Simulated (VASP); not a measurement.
A cell of P (relaxed from the omega structure, space group P6/mmm) near equilibrium:

```
CELL_PARAMETERS angstrom
      4.39706     0.00000     0.00000
     -2.19853     3.80797     0.00000
      0.00000     0.00000     2.46472
ATOMIC_POSITIONS crystal
  P  0.00000 0.00000 0.00000
  P  0.33333 0.66667 0.50000
  P  0.66667 0.33333 0.50000
```

Computed with PBEsol GGA, VASP's PBE PAW potentials (set 64) (plane waves; VASP).

```csv
run,ΔE (meV/atom),σxx,σyy,σzz,"largest shear component, with its sign (GPa)",largest force (eV/Å)
as it is,0.0,0.05,0.05,1.50,0.00,0.000
after one change,6.2,3.40,3.40,5.80,0.00,0.000
```
Stress is in GPa, positive when the cell is compressed.

Name the change that produced these shifts.
A. atom 3 (P) moved by -0.150 Å along x
B. atom 1 (P) moved by 0.025 Å along y
C. isotropic strain of -1.0 %
D. atom 3 (P) moved by -0.025 Å along z

C, isotropic strain of -1.0 %

The structure was generated: P was put into the omega type (P6/mmm), which need not be its known phase. VASP warned that the highest band is occupied, so more bands are needed.
